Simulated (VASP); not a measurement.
Calculation: PBE GGA, VASP's PBE PAW potentials (set 64) (plane waves; VASP).

VASP input:

**INCAR**
```
NELM=100   # most electronic steps
GGA=PE
IBRION=2   # conjugate gradients
SIGMA=0.05
EDIFF=1E-5
LCHARG=F
ISMEAR=0
PREC=Normal
NELMIN=4
LMAXMIX=4   # l cut-off of mixed one-centre charges
NSW=60
LWAVE=T
LASPH=T   # aspherical one-centre terms
ENCUT=400   # plane-wave cut-off (eV)
ISYM=0
SYSTEM=In31SnP32
ISIF=2   # forces and stress, cell fixed
LREAL=Auto   # projection in real space or not
ALGO=Fast
EDIFFG=-0.03
NELECT=256.0
```

**KPOINTS**
```
Automatic mesh
0
Gamma
1 1 1
0 0 0
```

POSCAR:
```
In31SnP32
1.0
 11.9995217332   0.0000000000   0.0000000000
  0.0000000000  11.9995217332   0.0000000000
  0.0000000000   0.0000000000  11.9995217332
In P Sn
31 32 1
Cartesian
  5.9997608666   0.0000000000   0.0000000000
  8.9996412999   2.9998804333   0.0000000000
  8.9996412999   0.0000000000   2.9998804333
  0.0000000000   0.0000000000   0.0000000000
  2.9998804333   2.9998804333   0.0000000000
  5.9997608666   5.9997608666   0.0000000000
  8.9996412999   8.9996412999   0.0000000000
  2.9998804333   0.0000000000   2.9998804333
  5.9997608666   2.9998804333   2.9998804333
  8.9996412999   5.9997608666   2.9998804333
  5.9997608666   0.0000000000   5.9997608666
  8.9996412999   2.9998804333   5.9997608666
  8.9996412999   0.0000000000   8.9996412999
  0.0000000000   5.9997608666   0.0000000000
  2.9998804333   8.9996412999   0.0000000000
  0.0000000000   2.9998804333   2.9998804333
  2.9998804333   5.9997608666   2.9998804333
  5.9997608666   8.9996412999   2.9998804333
  0.0000000000   0.0000000000   5.9997608666
  2.9998804333   2.9998804333   5.9997608666
  8.9996412999   8.9996412999   5.9997608666
  2.9998804333   0.0000000000   8.9996412999
  5.9997608666   2.9998804333   8.9996412999
  8.9996412999   5.9997608666   8.9996412999
  0.0000000000   8.9996412999   2.9998804333
  0.0000000000   5.9997608666   5.9997608666
  2.9998804333   8.9996412999   5.9997608666
  0.0000000000   2.9998804333   8.9996412999
  2.9998804333   5.9997608666   8.9996412999
  5.9997608666   8.9996412999   8.9996412999
  0.0000000000   8.9996412999   8.9996412999
  7.4997010832   1.4999402166   1.4999402166
 10.4995815166   4.4998206500   1.4999402166
 10.4995815166   1.4999402166   4.4998206500
  1.4999402166   1.4999402166   1.4999402166
  4.4998206500   4.4998206500   1.4999402166
  7.4997010832   7.4997010832   1.4999402166
 10.4995815166  10.4995815166   1.4999402166
  4.4998206500   1.4999402166   4.4998206500
  7.5044648934   4.5475787464   4.5404270315
 10.4995815166   7.4997010832   4.4998206500
  7.4997010832   1.4999402166   7.4997010832
 10.4995815166   4.4998206500   7.4997010832
 10.4995815166   1.4999402166  10.4995815166
  1.4999402166   7.4997010832   1.4999402166
  4.4998206500  10.4995815166   1.4999402166
  1.4999402166   4.4998206500   4.4998206500
  4.5106322190   7.5192123056   4.5039484854
  7.4997010832  10.4995815166   4.4998206500
  1.4999402166   1.4999402166   7.4997010832
  4.5122281554   4.5476987417   7.5166324084
  7.4753780527   7.4578467514   7.5174723749
 10.4995815166  10.4995815166   7.4997010832
  4.4998206500   1.4999402166  10.4995815166
  7.4997010832   4.4998206500  10.4995815166
 10.4995815166   7.4997010832  10.4995815166
  1.4999402166  10.4995815166   4.4998206500
  1.4999402166   7.4997010832   7.4997010832
  4.4998206500  10.4995815166   7.4997010832
  1.4999402166   4.4998206500  10.4995815166
  4.4998206500   7.4997010832  10.4995815166
  7.4997010832  10.4995815166  10.4995815166
  1.4999402166  10.4995815166  10.4995815166
  5.9943250833   5.9715979891   6.0391792955
```

POTCAR, in this order: In P Sn (PBE.64 set). Program: vasp_gam.

The cell is charged, with a uniform compensating background. The supercell is sampled at Γ alone, which is coarse: total energies, pressure and levels can be off, energies of defects by several tenths of an eV.

**Question.** Predict the energy per atom (σ→0).

**Answer.** 
```
Item                           Result
---------------------  --------------
energy per atom (σ→0)  -4.188 eV/atom
```

File OSZICAR:
```
...
  10 F= -.26805230E+03 E0= -.26805229E+03  d E =-.199399E-02
       N       E                     dE             d eps       ncg     rms          rms(c)
DAV:   1    -0.268053050487E+03   -0.75069E-03   -0.78346E-02   355   0.494E-01    0.169E-01
RMM:   2    -0.268053456964E+03   -0.40648E-03   -0.55977E-03   322   0.157E-01    0.393E-02
RMM:   3    -0.268053553409E+03   -0.96445E-04   -0.12109E-03   341   0.751E-02    0.382E-02
RMM:   4    -0.268053542900E+03    0.10509E-04   -0.16192E-04   326   0.310E-02    0.171E-02
RMM:   5    -0.268053545035E+03   -0.21349E-05   -0.70718E-05   309   0.168E-02
  11 F= -.26805355E+03 E0= -.26805354E+03  d E =-.124773E-02
```

The cell is a supercell with a defect, built from InP (zinc blende): Sn_In, charge +1. The run is not spin-polarised, so no state with unpaired spins was tried.
